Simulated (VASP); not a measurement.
Input of a VASP 6.6.1 run:

File INCAR:

```
PREC = Accurate
ENCUT = 520
EDIFF = 1E-7
ISMEAR = 0
SIGMA = 0.1
LREAL = F
LASPH = T
NELM = 100
ALGO = Normal
ISIF = 2
LWAVE = F
LCHARG = F
GGA = PS
```

The input KPOINTS:

```
regular mesh
0
Gamma
  18 18 18
```

POSCAR

```
Al                                      
1.0
    0.0000000000      1.9877297836      1.9877297836
    1.9877297836      0.0000000000      1.9877297836
    1.9877297836      1.9877297836      0.0000000000
  Al            
     1
Direct
     0.0000000000000000    0.0000000000000000    0.0000000000000000
```

Potentials or basis: VASP PAW PBE potentials, release 64 (Al).

The run is started by

```bash
$ cat potpaw_PBE.64/Al/POTCAR > POTCAR
$ mpirun -np 1 vasp_std > vasp.out
```

(1) Estimate the pressure.

(2) Predict the band gap on the k mesh.

Results:

(1) 2.6 GPa.

(2) none (metal or under the smearing width).

Caveat: the PAW data sets were made with another functional, which shifts forces and pressure a little.
